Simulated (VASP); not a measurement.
Sn: energy against strain

Sn (diamond, Fd-3m, 36.801 Å³/atom at rest, cube axes along x, y and z) under an equal strain ε along x and y, with z held. PBE in VASP (plane waves, PAW), 480 eV, 8×8×8 Γ-centred mesh, Methfessel-Paxton smearing 0.10 eV; ions are relaxed within the symmetry of each cell.

Here s stands for strain and y for E less E0.

| strain (%) | E less E0 (meV/atom) |
|---|---|
| -3.00 | ? |
| -1.50 | 4.46 |
| -1.00 | 1.96 |
| -0.50 | 0.50 |
| 0.00 | 0.00 |
| 0.50 | 0.41 |
| 1.00 | 1.66 |
| 1.50 | 3.71 |

### Question
Fit y against s with a parabola, and predict the withheld value at s = -3.00.

### Answer
Least squares gives y = -0.001 - 0.2100·s + 1.8152·s². Residuals (row less fit): 0.062, -0.064, -0.058, 0.001, 0.062, 0.056, -0.058; standard error 0.074 (degrees of freedom: 4). Twice the quadratic coefficient over the volume, 2 × 1.8152 meV × 10⁴ × 0.1602 / 36.801 Å³, is the elastic constants 2(C11 + C12) = 158 ± 3 GPa. At the withheld row, y = -0.001 - 0.2100 × (-3.0) + 1.8152 × (-3.0)² = 16.966 meV/atom. The calculation gives 18.53 meV/atom, 1.564 meV/atom above the prediction (8.4 % of the range of y in the table). The row lies outside the fitted rows, so this is an extrapolation. From the scatter of the fitted rows alone, a prediction at this place has a standard error of 0.281 meV/atom, so the miss is 5.6 times that.

One order more, fitted to all 13 runs of the series, follows each within 0.03, so the miss is the next term of a smooth law. This level leaves no gap over 0.05 eV at strain -3.00, -1.50, -1.00, -0.50, 0.00, 0.50, 1.00, 1.50, where the mesh may be coarse. Sn is here grey tin, stable below 13 °C. Rows are the converged runs of the series near zero and its far end; series whose fitted rows scatter by over a few per cent of the range, as at a crossing or softening among them, aren't shown in this form. Most that stay on the fit to the last digits aren't either.
